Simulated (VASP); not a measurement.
Input:

```xyz
3
Lattice="1.9583 -3.3918 0.0000 1.9583 3.3918 0.0000 0.0000 0.0000 5.7063" Properties=species:S:1:pos:R:3 pbc="T T T"
Pt     0.0000     0.0000     0.0000
Se     1.9583     1.1306     1.3782
Se     1.9583    -1.1306     4.3281
```

Level of theory: vdW-DF2, VASP's PBE PAW potentials (set 64) (plane waves; VASP). Numerical set-up: 520 eV cut-off, 7×7×4 Γ-centred mesh, Gaussian smearing of 0.050 eV, potentials Pt Se.

### Question
The ions and cell shape at fixed volume are relaxed. Give the cell that the relaxation ends in.

### Answer

```xyz
3
Lattice="1.9377 -3.3562 0.0000 1.9377 3.3562 0.0000 0.0000 0.0000 5.8281" Properties=species:S:1:pos:R:3 pbc="T T T"
Pt     0.0000     0.0000     0.0000
Se     1.9377     1.1187     1.3681
Se     1.9377    -1.1187     4.4600
```
Space group P-3m1 (164), at a tolerance of 0.03 Å.

### Question
How much energy does the relaxation gain?

### Answer
The energy (σ→0) changes by -4.5 meV/atom, in 6 ionic steps.

```csv
step,E(σ→0) (eV),max force (eV/Å),pressure (GPa),volume (Å³)
1,-6.9451,0.244,-2.25,75.80
2,-6.9510,0.158,-1.78,75.80
3,-6.9564,0.007,-0.86,75.80
4,-6.9567,0.048,-0.63,75.80
5,-6.9581,0.021,-0.50,75.80
6,-6.9584,0.005,-0.42,75.80
```

The compound is PtSe2 in the 1T layered structure. This cell is one point of a volume scan, at 1.03 of the reference volume. Symmetry was kept, so distortions that lower it aren't found.
